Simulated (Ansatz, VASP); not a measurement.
# K3TaH6 in VASP and in Ansatz

```xyz
10
Lattice="0.0000 4.4331 4.4331 4.4331 0.0000 4.4331 4.4331 4.4331 0.0000" Properties=species:S:1:pos:R:3 pbc="T T T"
K     6.6496    6.6496    6.6496
K     2.2165    2.2165    2.2165
K     4.4331    4.4331    4.4331
Ta    0.0000    0.0000    0.0000
H     1.9018    4.4331    4.4331
H     4.4331    4.4331    1.9018
H     6.9644    4.4331    4.4331
H     4.4331    1.9018    4.4331
H     4.4331    6.9644    4.4331
H     4.4331    4.4331    6.9644
```

Change from the starting cell: species swapped into the Rb3BiF6 type (Fm-3m, No. 225).

Alike in both runs: functional PBE; k mesh 4 × 4 × 4; occupations gaussian, width 0.1 eV; no spin polarisation.

Ansatz relaxed the structure, and its values are those at the end. VASP's run is a single point on that final structure, the one shown.

|  | VASP | Ansatz |
| --- | --- | --- |
| version | VASP 6.6.1 | Ansatz 0.2.0 |
| potentials or method | VASP PAW PBE potentials, release 64 (K_sv, Ta_pv, H) | scalar-relativistic, plane waves, PAW |
| plane-wave cutoff (eV) | 520 | 420 |
| valence electrons in the cell | 44 | 46 |

Ansatz gave:

* gap on the k mesh at the Fermi level (eV): none
* pressure (GPa): 0.0
* rms of the force components (eV/Å): 0.008

Question: What did VASP give for the same quantities?

Answer: gap on the k mesh at the Fermi level (eV): none; pressure (GPa): -0.1; rms of the force components (eV/Å): 0.009.

A gap of «none» marks a metal or a gap that the smearing closes. The functional is the same, so the differences come from potentials, cutoffs and numerics. The two sets of potentials don't hold the same shells in valence.

The runs have no spin-orbit coupling, so splittings on Ta are missing.
